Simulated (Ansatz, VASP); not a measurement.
**Tl3Ge2H in VASP and in Ansatz**

INCAR

```
SYSTEM = Tl3Ge2H
ALGO = Normal ; EDIFF = 1E-6
ENCUT = 520 ; GGA = PE
ISIF = 2 ; ISMEAR = 0
LASPH = .True. ; LCHARG = .False.
LREAL = .False. ; LWAVE = .False.
NBANDS = 43 ; NELM = 100
PREC = Accurate ; SIGMA = 0.1
```

The input KPOINTS:

```
k-points
0
Gamma
  3 3 4
  0 0 0
```

File POSCAR:

```
Tl3Ge2H
1.0
    6.0977999900      0.0000000000      0.0000000000
   -3.0488999900      5.2808497000      0.0000000000
    0.0000000000      0.0000000000      5.4518332000
Tl Ge H
3 2 1
Direct
    0.5000000000      0.0000000000      0.0000000000
    0.0000000000      0.5000000000      0.0000000000
    0.5000000000      0.5000000000      0.0000000000
    0.0000000000      0.0000000000      0.2421188600
    0.0000000000      0.0000000000      0.7578811400
    0.0000000000      0.0000000000      0.0000000000
```

Input for Ansatz:

```yaml
crystal:
  lattice:
    - [6.09779999, 0.0, 0.0]
    - [-3.04889999, 5.2808497, 0.0]
    - [0.0, 0.0, 5.4518332]
  atoms:
    - { symbol: Tl, position: [0.5, 0.0, 0.0] }
    - { symbol: Tl, position: [0.0, 0.5, 0.0] }
    - { symbol: Tl, position: [0.5, 0.5, 0.0] }
    - { symbol: Ge, position: [0.0, 0.0, 0.24211886] }
    - { symbol: Ge, position: [0.0, 0.0, 0.75788114] }
    - { symbol: H, position: [0.0, 0.0, 0.0] }
basis:
  ecutwfc: 420
kpoints:
  mp_grid: { grid: [3, 3, 4] }
hamiltonian:
  xc: pbe
scf:
  occupations: { method: gaussian, width: 0.1 }
  lower_state_search: "off"
output:
  forces: true
  stress: true
  eigenvalues: true
```

Alike in both runs: task single point; functional PBE; k mesh 3 × 3 × 4; occupations gaussian, width 0.1 eV; no spin polarisation.

```csv
,VASP,Ansatz
version,VASP 6.6.1,Ansatz 0.2.0
potentials or method,"VASP PAW PBE potentials, release 64 (Tl_d, Ge_d, H)","scalar-relativistic, plane waves, PAW"
plane-wave cutoff (eV),520,420
valence electrons in the cell,68,68
```

VASP gave:

```
gap on the k mesh at the Fermi level (eV)       : none
pressure (GPa)                                  : 9.5
largest component of the traceless stress (GPa) : 8.86
rms of the force components (eV/Å)              : 2.303
```

Task: Estimate Ansatz's values.

Result: gap on the k mesh at the Fermi level (eV): none; pressure (GPa): 9.8; largest component of the traceless stress (GPa): 9.21; rms of the force components (eV/Å): 2.367.

Atom by atom the forces differ by 0.065 eV/Å (rms over components). A gap of «none» marks a metal or a gap that the smearing closes.

Caveats: the k mesh is coarse (spacing up to 0.40 Å⁻¹), so the values aren't converged; forces of over 1 eV/Å show positions far from the minimum, so gaps and moduli don't describe the material at rest. Spin-orbit coupling is left out, which matters for the levels of Tl.
